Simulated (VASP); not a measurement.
Here is the system:

```yaml
crystal:
  lattice:
    - [2.82469, 0.00000, 0.00000]
    - [0.00000, 2.82469, 0.00000]
    - [0.00000, 0.00000, 2.82469]
  atoms:
    - { symbol: Cr, position: [0.00000, 0.00000, 0.00000] }
    - { symbol: Cr, position: [0.50000, 0.50000, 0.50000] }
```

These are optB86b-vdW, VASP's PBE PAW potentials (set 64) (plane waves; VASP) values and carry that method's errors. Numerical set-up: 520 eV cut-off, Gaussian smearing of 0.050 eV, potentials Cr_pv.

Task: Predict the band gap (along the path) with the smallest direct gap where there is one.

Result: 
The band gap (along the path) comes out as none (metal, semimetal or under 0.01 eV).

The absolute energy has meaning only against runs of the same code, potentials and settings.

The compound is Cr in the bcc, AFM order structure. It was relaxed first, which changed the volume by -6 %. The run is not spin-polarised, so no magnetic state was tried.
